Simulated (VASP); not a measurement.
BaAu2, 3 atoms in the cell. The structure is hexagonal, space group P6/mmm (No. 191). The conventional cell has a = 4.846 Å, b = 4.846 Å, c = 4.181 Å, α = 90.00°, β = 90.00°, γ = 120.00°. Ba (site symmetry 6/mmm) has 12 Au at 3.49 Å as nearest neighbours. Au (site symmetry -6m2) has 3 Au at 2.80 Å as nearest neighbours. 

```yaml
Program: VASP 6.6.1
Task: single point
Functional: r2SCAN
Potentials_or_basis: VASP PAW PBE potentials, release 64 (Ba_sv, Au)
Cutoff: 520 eV
k_mesh: 12 × 12 × 8
Occupations: gaussian, width 0.1 eV
Spin: no spin polarisation
Dipole_correction: no
Further_INCAR_settings: ALGO = Normal; EDIFF = 1e-06; NBANDS = 23
```

Potentials or basis: VASP PAW PBE potentials, release 64 (Ba_sv, Au).

Command:

```sh
$ cat potpaw_PBE.64/Ba_sv/POTCAR potpaw_PBE.64/Au/POTCAR > POTCAR
$ cp INCAR.step1 INCAR
$ mpirun -np 1 vasp_std > vasp.out
$ cp INCAR.step2 INCAR
$ mpirun -np 1 vasp_std > vasp.out
```

Hardware: 1 thread of Intel(R) Xeon(R) 6975P-C (Granite Rapids), on a shared host.

Task: How long does it take, and how much memory?

Result: Wall time 3.2 min on 1 thread of Intel(R) Xeon(R) 6975P-C (Granite Rapids), on a shared host, peak memory 0.33 GiB. Counts: scf iterations 8, k points 95.
